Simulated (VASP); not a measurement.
# ReF4 (Pm-3m) in VASP: single point with PBE

Aim: the single point of ReF4 with PBE.

Everything below comes from runs of VASP 6.6.1. Logs are shortened: lines on timing, memory, paths and dates and some standing lists are left out, and cuts for length are marked.

### Step 1. The cell of the first run

It takes space group Pm-3m (No. 221, cubic). Conventional cell: a = 3.932 Å, b = 3.932 Å, c = 3.932 Å, α = 90.00°, β = 90.00°, γ = 90.00°. Re (site symmetry m-3m) is surrounded by 6 F at 1.97 Å. F (site symmetry 4/mmm) is surrounded by 2 Re at 1.97 Å. F (site symmetry m-3m) is surrounded by 12 F at 2.78 Å.

The cell was built by a generator and needn't be a form met in nature.

### Step 2. Single point, PBE, collinear spin, typed start (random cell by space group and Wyckoff sites (Pm-3m, No. 221))

Input file INCAR:

```
PREC = Accurate
ENCUT = 520
EDIFF = 1E-6
ISMEAR = 0
SIGMA = 0.1
LREAL = F
LASPH = T
NELM = 150
ALGO = Normal
ISIF = 2
LWAVE = F
LCHARG = T
ISPIN = 2
MAGMOM = 1.37 0 0 0 0.18
LORBIT = 11
LMAXMIX = 4
GGA = PE
LELF = T
LVHAR = T
NBANDS = 30
```

Input file KPOINTS:

```
Automatic mesh
0
Gamma
  10 10 10
```

Input file POSCAR:

```
ReF4
1.0
    3.9316911135      0.0000000000      0.0000000000
    0.0000000000      3.9316911135      0.0000000000
    0.0000000000      0.0000000000      3.9316911135
Re F
1 4
Direct
    0.0000000000      0.0000000000      0.0000000000
    0.5000000000      0.0000000000      0.0000000000
    0.0000000000      0.5000000000      0.0000000000
    0.0000000000      0.0000000000      0.5000000000
    0.5000000000      0.5000000000      0.5000000000
```

Potentials or basis: VASP PAW PBE potentials, release 64 (Re, F).

Command:

```
> cat potpaw_PBE.64/Re/POTCAR potpaw_PBE.64/F/POTCAR > POTCAR
> mpirun -np 1 vasp_std > vasp.out
```

OUTCAR:

```text
PREC = Accurate
   ENCUT = 520
   EDIFF = 1E-6
   ISMEAR = 0
   LREAL = F
   LASPH = T
   NELM = 150
   ISIF = 2
   ISPIN = 2
   LORBIT = 11
   GGA = PE

 ion  position               nearest neighbor table
   1  0.000  0.000  0.000-   2 1.97   3 1.97   4 1.97   4 1.97   3 1.97   2 1.97
   2  0.500  0.000  0.000-   1 1.97   1 1.97
   3  0.000  0.500  0.000-   1 1.97   1 1.97
   4  0.000  0.000  0.500-   1 1.97   1 1.97
   5  0.500  0.500  0.500-

  LATTYP: Found a simple cubic cell.
 ALAT       =     3.9316911135

  Lattice vectors:

 A1 = (   3.9316911135,   0.0000000000,   0.0000000000)
 A2 = (   0.0000000000,   3.9316911135,   0.0000000000)
 A3 = (   0.0000000000,   0.0000000000,   3.9316911135)

Analysis of symmetry for initial positions (statically):
=====================================================================
 Subroutine PRICEL returns:
 Original cell was already a primitive cell.

 Routine SETGRP: Setting up the symmetry group for a
 simple cubic supercell.

 Subroutine GETGRP returns: Found 48 space group operations
 (whereof 48 operations were pure point group operations)
 out of a pool of 48 trial point group operations.

The static configuration has the point symmetry O_h .

Analysis of symmetry for dynamics (positions and initial velocities):
=====================================================================
 Subroutine PRICEL returns:
 Original cell was already a primitive cell.

 Routine SETGRP: Setting up the symmetry group for a
 simple cubic supercell.

 Subroutine GETGRP returns: Found 48 space group operations
 (whereof 48 operations were pure point group operations)
 out of a pool of 48 trial point group operations.

The dynamic configuration has the point symmetry O_h .

Analysis of structural, dynamic, and magnetic symmetry:
=====================================================================
 Subroutine PRICEL returns:
 Original cell was already a primitive cell.

 Routine SETGRP: Setting up the symmetry group for a
 simple cubic supercell.

 Subroutine GETGRP returns: Found 48 space group operations
 (whereof 48 operations were pure point group operations)
 out of a pool of 48 trial point group operations.

The overall configuration has the point symmetry O_h .

 Subroutine INISYM returns: Found 48 space group operations
 (whereof 48 operations are pure point group operations),
 and found     1 'primitive' translations

----------------------------------------------------------------------------------------

                                     Primitive cell

  volume of cell :      60.7768

  direct lattice vectors                    reciprocal lattice vectors
     3.931691113  0.000000000  0.000000000     0.254343480  0.000000000  0.000000000
     0.000000000  3.931691113  0.000000000     0.000000000  0.254343480  0.000000000
     0.000000000  0.000000000  3.931691113     0.000000000  0.000000000  0.254343480

  length of vectors
     3.931691113  3.931691113  3.931691113     0.254343480  0.254343480  0.254343480

  position of ions in fractional coordinates (direct lattice)
     0.000000000  0.000000000  0.000000000
     0.500000000  0.000000000  0.000000000
     0.000000000  0.500000000  0.000000000
     0.000000000  0.000000000  0.500000000
     0.500000000  0.500000000  0.500000000

  ion indices of the primitive-cell ions
   primitive index   ion index
                 1           1
                 2           2
                 3           3
                 4           4
                 5           5

----------------------------------------------------------------------------------------

 KPOINTS: Automatic mesh

Automatic generation of k-mesh.
 Grid dimensions read from file:
 generate k-points for:   10   10   10

 Generating k-lattice:

  Cartesian coordinates                     Fractional coordinates (reciprocal lattice)
     0.025434348  0.000000000  0.000000000     0.100000000  0.000000000  0.000000000
     0.000000000  0.025434348  0.000000000     0.000000000  0.100000000  0.000000000
     0.000000000  0.000000000  0.025434348     0.000000000  0.000000000  0.100000000

  Length of vectors
     0.025434348  0.025434348  0.025434348

  Shift w.r.t. Gamma in fractional coordinates (k-lattice)
     0.000000000  0.000000000  0.000000000

 Subroutine IBZKPT returns following result:
 ===========================================

 Found     56 irreducible k-points:

 Following reciprocal coordinates:
            Coordinates               Weight
  0.000000  0.000000  0.000000      1.000000
  0.100000  0.000000  0.000000      6.000000
  0.200000  0.000000  0.000000      6.000000
  0.300000  0.000000  0.000000      6.000000
  0.400000  0.000000  0.000000      6.000000
  0.500000  0.000000  0.000000      3.000000
[... 16 lines left out ...]
  0.200000  0.100000  0.100000     24.000000
  0.300000  0.100000  0.100000     24.000000
 [... further k-points ...]
   k-points           NKPTS =     56   k-points in BZ     NKDIM =     56   number of bands    NBANDS=     30
   number of dos      NEDOS =    301   number of ions     NIONS =      5
   total plane-waves  NPLWV =  27000
   dimension x,y,z NGX =    30 NGY =   30 NGZ =   30
   dimension x,y,z NGXF=    60 NGYF=   60 NGZF=   60
   ions per type =               1   4
   NGX,Y,Z   is equivalent  to a cutoff of  12.69, 12.69, 12.69 a.u.
   NGXF,Y,Z  is equivalent  to a cutoff of  25.37, 25.37, 25.37 a.u.
 SYSTEM =  unknown system
   PREC   = accura    normal or accurate (medium, high low for compatibility)
   ISTART =      0    job   : 0-new  1-cont  2-samecut
   ICHARG =      2    charge: 1-file 2-atom 10-const
   ISPIN  =      2    spin polarized calculation?
   LNONCOLLINEAR =      F non collinear calculations
   LSORBIT =      F    spin-orbit coupling
   LASPH  =      T    aspherical Exc in radial PAW
   ENCUT  =  520.0 eV  38.22 Ry    6.18 a.u.   7.31  7.31  7.31*2*pi/ulx,y,z
   NELM   =    150;   NELMIN=  2; NELMDL= -5     # of ELM steps
   EDIFF  = 0.1E-05   stopping-criterion for ELM
   LREAL  =      F    real-space projection
   EDIFFG = 0.1E-04   stopping-criterion for IOM
   NSW    =      0    number of steps for IOM
   IBRION =     -1    ionic relax: 0-MD 1-quasi-New 2-CG
   NFREE  =      0    steps in history (QN), initial steepest desc. (CG)
   ISIF   =      2    stress and relaxation
   ISYM   =      2    0-nonsym 1-usesym 2-fastsym
   POTIM  = 0.5000    time-step for ionic-motion
   TEBEG  =    0.0;   TEEND  =   0.0 temperature during run
   PSTRESS=    0.0 pullay stress
   NELECT =      35.0000    total number of electrons
   NUPDOWN=      -1.0000    fix difference up-down
   EMIN   =  10.00;   EMAX   =-10.00  energy-range for DOS
   EFERMI =   0.00;   METHOD = LEGACY
   ISMEAR =     0;   SIGMA  =   0.10  broadening in eV -4-tet -1-fermi 0-gaus
   EFERMI_NEDOS =   21; number of points for ismear=-14 and -15
   IALGO  =     38    algorithm
   IMIX   =      4    mixing-type and parameters
     AMIX     =   0.40;   BMIX     =  1.00
     AMIX_MAG =   1.60;   BMIX_MAG =  1.00
  volume/ion in A,a.u.               =      12.16        82.03
  Fermi-wavevector in a.u.,A,eV,Ry     =   1.362024  2.573852 25.240299  1.855110
  Thomas-Fermi vector in A             =   2.488550
   LORBIT       =     11    0 simple, 1 ext, 2 COOP (PROOUT), +10 PAW based schemes
   GGA     = PE    functional components
   LHFCALC =     F    Hartree Fock is set to
   AEXX    =    0.0000 exact exchange contribution
   IVDW    =     0    specifies the selected vdW correction
   LEPSILON=     F    determine dielectric tensor
   LRPA    =     F    only Hartree local field effects (RPA)
 spin polarized calculation
 Gauss-broadening in eV      SIGMA  =   0.10
  energy-cutoff  :      520.00
  volume of cell :       60.78
 maximum number of plane-waves:      1657
 NGX is ok and might be reduce to    30
   NGX = 15   NGY = 15   NGZ = 15

 number of electron      34.9999966 magnetization       1.9039420

 Free energy of the ion-electron system (eV)
  ---------------------------------------------------
  ext. energy  EPLUGINS =         0.00000000
  ---------------------------------------------------
  free energy    TOTEN  =       -26.06840056 eV

  energy without entropy =      -26.05009172  energy(sigma->0) =      -26.05924614

 E-fermi :   1.3556     XC(G=0): -10.2524

 val. band max:        1.3276443645   @ k =   0.2000   0.0000   0.0000
 cond. band min:       1.3625418708   @ k =   0.4000   0.3000   0.3000
 fundamental gap:      0.0348975062
 Fermi energy:         1.3556166258

 spin component 1

 k-point     1 :       0.0000    0.0000    0.0000
  band No.  band energies     occupation
      1     -24.4478      1.00000
      2     -24.0456      1.00000
      3     -24.0455      1.00000
      4     -17.5478      1.00000
      5      -6.2308      1.00000
      6      -6.2308      1.00000
[... 757 lines left out ...]
     28      18.1885      0.00000
     29      18.9031      0.00000

 [... further k-points ...]

 spin component 2

 k-point     1 :       0.0000    0.0000    0.0000
  band No.  band energies     occupation
      1     -24.2972      1.00000
      2     -23.8970      1.00000
      3     -23.8970      1.00000
      4     -17.3395      1.00000
      5      -6.1506      1.00000
      6      -6.1506      1.00000
[... 757 lines left out ...]
     28      18.5367      0.00000
     29      19.1788      0.00000

 [... further k-points ...]

 [bands above 29 left out]

------------------------ aborting loop because EDIFF is reached ----------------------------------------

  FORCE on cell =-STRESS in cart. coord.  units (eV):
  Direction    XX          YY          ZZ          XY          YZ          ZX
  --------------------------------------------------------------------------------------
  -------------------------------------------------------------------------------------
  Total        0.6510909      0.6510909      0.6510909     -0.0000000      0.0000000     -0.0000000
  in kB       17.1638225     17.1638225     17.1638225     -0.0000000      0.0000000     -0.0000000
  external PRESSURE =      17.1638225 kB  Pullay stress =       0.0000000 kB

 VOLUME and BASIS-vectors are now :
 -----------------------------------------------------------------------------
  energy-cutoff  :      520.00
  volume of cell :       60.78
      direct lattice vectors                 reciprocal lattice vectors
     3.931691113  0.000000000  0.000000000     0.254343480  0.000000000  0.000000000
     0.000000000  3.931691113  0.000000000     0.000000000  0.254343480  0.000000000
     0.000000000  0.000000000  3.931691113     0.000000000  0.000000000  0.254343480

 POSITION                                       TOTAL-FORCE (eV/Angst)
 -----------------------------------------------------------------------------------
      0.00000      0.00000      0.00000         0.000000      0.000000      0.000000
      1.96585      0.00000      0.00000         0.000000      0.000000      0.000000
      0.00000      1.96585      0.00000         0.000000      0.000000      0.000000
      0.00000      0.00000      1.96585         0.000000      0.000000      0.000000
      1.96585      1.96585      1.96585         0.000000      0.000000      0.000000
 -----------------------------------------------------------------------------------
    total drift:                                0.000000     -0.000000      0.000000

  FREE ENERGIE OF THE ION-ELECTRON SYSTEM (eV)
  ---------------------------------------------------
  free  energy   TOTEN  =       -26.0684005550 eV

  energy  without entropy=      -26.0500917178  energy(sigma->0) =      -26.05924614

 total charge

# of ion       s       p       d       tot
------------------------------------------
    1        0.406   0.572   4.488   5.466
    2        1.734   4.362   0.000   6.097
    3        1.734   4.362   0.000   6.097
    4        1.734   4.362   0.000   6.097
    5        1.737   4.284   0.000   6.020
--------------------------------------------------
tot          7.346  17.943   4.488  29.777

 magnetization (x)

# of ion       s       p       d       tot
------------------------------------------
    1        0.009   0.007   1.477   1.494
    2       -0.000   0.072   0.000   0.072
    3       -0.000   0.072   0.000   0.072
    4       -0.000   0.072   0.000   0.072
    5        0.001   0.111   0.000   0.111
--------------------------------------------------
tot          0.010   0.334   1.477   1.821
```

Run time: 3.6 min. Hardware: 1 thread of Intel Xeon Platinum 8488C (Sapphire Rapids), shared host; peak memory 0.28 GiB.

What came out:

| Quantity | Value |
| --- | --- |
| Free energy | -26.0684 eV |
| Pressure | 1.7 GPa |
| Band gap on the k mesh | none (metal or under the smearing width) |
| Net moment | 1.90 μB per cell |
| Site moments | Re +1.49; F +0.07, +0.11 μB |
| Valence electrons inside the program's atomic spheres | Re 5.47; F 6.10, 6.02 |

Levels at points of the mesh, in eV from the Fermi level:
Spin up:
| k point | band 17 | band 18 | band 19 | band 20 | band 21 | band 22 |
| --- | --- | --- | --- | --- | --- | --- |
| (0.00, 0.00, 0.00) | -0.23 | -0.23 | -0.23 | 0.50 | 0.50 | 4.01 |
| (0.50, 0.00, 0.00) | -0.63 | -0.23 | -0.23 | 0.52 | 2.70 | 7.79 |
| (0.50, 0.50, 0.00) | -0.45 | -0.44 | 0.48 | 1.47 | 5.49 | 9.13 |
| (0.50, 0.50, 0.50) | 0.51 | 0.51 | 0.51 | 5.50 | 5.50 | 10.38 |
Spin down:
```
           k point  band 14  band 15  band 16  band 17  band 18  band 19
(0.00, 0.00, 0.00)    -0.96    -0.96    -0.96    -0.03    -0.03    -0.03
(0.50, 0.00, 0.00)    -0.92    -0.57    -0.16    -0.16     0.69     0.70
(0.50, 0.50, 0.00)    -0.26    -0.26    -0.24     0.65     0.65     1.69
(0.50, 0.50, 0.50)    -0.09    -0.09    -0.09     1.71     1.71     1.71
```
